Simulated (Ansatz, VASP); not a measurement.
## HPtBr3: VASP beside Ansatz

```
CELL_PARAMETERS angstrom
5.11929 0.00000 0.00000
0.00000 5.11929 0.00000
0.00000 0.00000 5.11929
ATOMIC_POSITIONS crystal
H 0.00000 0.00000 0.00000
Pt 0.50000 0.50000 0.50000
Br 0.00000 0.50000 0.50000
Br 0.50000 0.50000 0.00000
Br 0.50000 0.00000 0.50000
```

Change from the starting cell: species swapped into the ZnNi3C type (Pm-3m, No. 221).

Alike in both runs: task relaxation of cell and atoms; functional PBE; k mesh 8 × 8 × 8; occupations gaussian, width 0.1 eV; no spin polarisation.

```csv
,VASP,Ansatz
version,VASP 6.6.1,Ansatz 0.2.0
potentials or method,"VASP PAW PBE potentials, release 64 (H, Pt, Br)","scalar-relativistic, plane waves, PAW"
plane-wave cutoff (eV),600,420
valence electrons in the cell,32,40
```

|  | VASP | Ansatz | Ansatz less VASP |
| --- | --- | --- | --- |
| gap on the k mesh at the Fermi level, each at its own relaxed structure (eV) | none | none | - |
| relaxed volume (Å³/atom) | 27.01 | 27.01 | -0.001 |
| relaxed cell length with the largest relative difference (Å) | 5.130 | 5.130 | 0.0000 |

A gap of «none» marks a metal or a gap that the smearing closes. The two sets of potentials don't hold the same shells in valence.

The runs have no spin-orbit coupling, so splittings on Pt are missing.
